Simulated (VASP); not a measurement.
Consider the following.

```yaml
crystal:
  lattice:
    - [1.83316, -3.17513, 0.00000]
    - [1.83316, 3.17513, 0.00000]
    - [0.00000, 0.00000, 5.59396]
  atoms:
    - { symbol: Gd, position: [0.33333, 0.66667, 0.25000] }
    - { symbol: Gd, position: [0.66667, 0.33333, 0.75000] }
```

Computed with r2SCAN meta-GGA, VASP's PBE PAW potentials (set 64) (plane waves; VASP). Run with 480 eV cut-off, 10×10×6 Γ-centred mesh, first-order Methfessel-Paxton smearing of 0.10 eV, potentials Gd_3.

The 4f electrons are frozen in the core of the lanthanide potential, so 4f levels, which can set the real gap, and their magnetism are missing.

Problem. What does the run give for the energy per atom (σ→0), band gap (on the k-mesh) with the smallest direct gap where there is one?

Solution. 
The band gap (on the k-mesh) is none (metal, semimetal or under 0.01 eV) and the energy per atom (σ→0) is -30.603 eV/atom.

The compound is Gd in the hcp structure. It was relaxed first under an external pressure of 1 GPa.
